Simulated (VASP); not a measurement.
Calculation: PBE GGA with spin-orbit coupling, VASP's PBE PAW potentials (set 64) (plane waves; VASP).

The input files of a VASP run:

File KPOINTS:
```
Automatic mesh
0
Gamma
4 4 4
0 0 0
```

INCAR:
```
ALGO=Normal
EDIFF=1E-6
ENCUT=300
GGA=PE
GGA_COMPAT=.False.
ISIF=2
ISMEAR=0
LASPH=.True.
LCHARG=.False.
LMAXMIX=4
LNONCOLLINEAR=.True.
LORBIT=11
LREAL=.False.
LSORBIT=.True.
LWAVE=.False.
MAGMOM=12*0.0
NELM=100
PREC=Accurate
SIGMA=0.2
SYSTEM=Ba3Al
```

**POSCAR**
```
Ba3Al
1
   -2.8227840000     2.8227840000     6.2875920000
    2.8227840000    -2.8227840000     6.2875920000
    2.8227840000     2.8227840000    -6.2875920000
Ba Al
3 1
Direct
  0.5000000000   0.5000000000   0.0000000000
  0.7500000000   0.2500000000   0.5000000000
  0.2500000000   0.7500000000   0.5000000000
  0.0000000000   0.0000000000   0.0000000000
```

POTCAR, in this order: Ba_sv Al (PBE.64 set). Program: vasp_ncl.

The run wrote:

File OSZICAR:
```
       N       E                     dE             d eps       ncg     rms          rms(c)
DAV:   1     0.220604261091E+03    0.22060E+03   -0.99932E+03  1040   0.873E+02
DAV:   2     0.101086717559E+02   -0.21050E+03   -0.20746E+03  1520   0.225E+02
DAV:   3    -0.856776781456E+01   -0.18676E+02   -0.18137E+02  1360   0.715E+01
DAV:   4    -0.952167575325E+01   -0.95391E+00   -0.93990E+00  1584   0.128E+01
DAV:   5    -0.954162145383E+01   -0.19946E-01   -0.19841E-01  1352   0.183E+00    0.371E+00
DAV:   6    -0.953148615804E+01    0.10135E-01   -0.51522E-02  1416   0.128E+00    0.220E+00
DAV:   7    -0.953235144979E+01   -0.86529E-03   -0.39548E-02  1288   0.142E+00    0.381E-01
DAV:   8    -0.953324629160E+01   -0.89484E-03   -0.35949E-03  1448   0.281E-01    0.151E-01
DAV:   9    -0.953354487006E+01   -0.29858E-03   -0.18982E-04  1368   0.703E-02    0.843E-02
DAV:  10    -0.953379869478E+01   -0.25382E-03   -0.25631E-04  1232   0.106E-01    0.125E-02
DAV:  11    -0.953379587144E+01    0.28233E-05   -0.19205E-05  1320   0.179E-02    0.525E-03
DAV:  12    -0.953379489188E+01    0.97956E-06   -0.20910E-06   984   0.780E-03
   1 F= -.95337949E+01 E0= -.94691485E+01  d E =-.129293E+00  mag=     0.0000     0.0000     0.0000
```

File OUTCAR:
```
------------------------ aborting loop because EDIFF is reached ----------------------------------------
  FORCE on cell =-STRESS in cart. coord.  units (eV):
  Direction    XX          YY          ZZ          XY          YZ          ZX
  --------------------------------------------------------------------------------------
  Total       -1.2854241     -1.2854241     -2.8552248      0.0000000      0.0000000      0.0000000
  in kB      -10.2767878    -10.2767878    -22.8271264      0.0000000      0.0000000      0.0000000
  external PRESSURE =     -14.4602340 kB  Pullay stress =       0.0000000 kB
  volume of cell :      200.40
      direct lattice vectors                 reciprocal lattice vectors
    -2.822784000  2.822784000  6.287592000     0.000000000  0.177130096  0.079521699
     2.822784000 -2.822784000  6.287592000     0.177130096  0.000000000  0.079521699
     2.822784000  2.822784000 -6.287592000     0.177130096  0.177130096  0.000000000
 POSITION                                       TOTAL-FORCE (eV/Angst)
 -----------------------------------------------------------------------------------
      0.00000      0.00000      6.28759        -0.000000      0.000000     -0.000000
      0.00000      2.82278      3.14380         0.000000      0.000000     -0.000000
      2.82278      0.00000      3.14380         0.000000     -0.000000      0.000000
      0.00000      0.00000      0.00000        -0.000000      0.000000     -0.000000
 -----------------------------------------------------------------------------------
    total drift:                               -0.000000     -0.000000     -0.000000
  FREE ENERGIE OF THE ION-ELECTRON SYSTEM (eV)
  ---------------------------------------------------
  free  energy   TOTEN  =        -9.5337948919 eV

  energy  without entropy=       -9.4045020328  energy(sigma->0) =       -9.46914846

 total charge

# of ion       s       p       d       tot
------------------------------------------
    1        2.051   5.550   0.309   7.911
    2        2.052   5.544   0.332   7.928
    3        2.052   5.544   0.332   7.928
    4        0.475   0.247   0.000   0.722
--------------------------------------------------
tot          6.630  16.885   0.973  24.488

 magnetization (x)

# of ion       s       p       d       tot
------------------------------------------
    1        0.000  -0.000   0.000  -0.000
    2        0.000   0.000   0.000   0.000
    3        0.000   0.000   0.000   0.000
    4       -0.000   0.000   0.000   0.000
--------------------------------------------------
tot         -0.000   0.000   0.000   0.000

 magnetization (y)

# of ion       s       p       d       tot
------------------------------------------
    1        0.000   0.000  -0.000  -0.000
    2        0.000  -0.000  -0.000  -0.000
    3        0.000  -0.000  -0.000  -0.000
    4        0.000   0.000   0.000   0.000
--------------------------------------------------
tot          0.000  -0.000  -0.000  -0.000

 magnetization (z)

# of ion       s       p       d       tot
------------------------------------------
    1       -0.000   0.000  -0.000  -0.000
    2        0.000   0.000   0.000   0.000
    3        0.000   0.000   0.000   0.000
    4        0.000  -0.000   0.000  -0.000
--------------------------------------------------
tot         -0.000  -0.000  -0.000  -0.000

 Ion:    1  E_soc:     -0.3988756

 Ion:    2  E_soc:     -0.3979453

 Ion:    3  E_soc:     -0.3979453

 Ion:    4  E_soc:     -0.0001398
```
(Selected blocks of OUTCAR.)

At this cut-off the stress carries a Pulay error, which pulls relaxed volumes low.

The structure was generated: Ba3Al was put into an ordered model structure, which need not be its known phase. The cell was not relaxed at this level. The k-mesh is coarse (spacing up to 0.39 per Å, 2π included), so the numbers may not be converged in it. The run is one of a series of settings (GGA_COMPAT = .FALSE., LNONCOLLINEAR = .TRUE., LSORBIT = .TRUE., MAGMOM = 0.0 0.0 0.0 0.0 0.0 0.0 0.0 0.0 0.0 0.0 0.0 0.0, program vasp_ncl against the base run), some of them coarse on purpose.
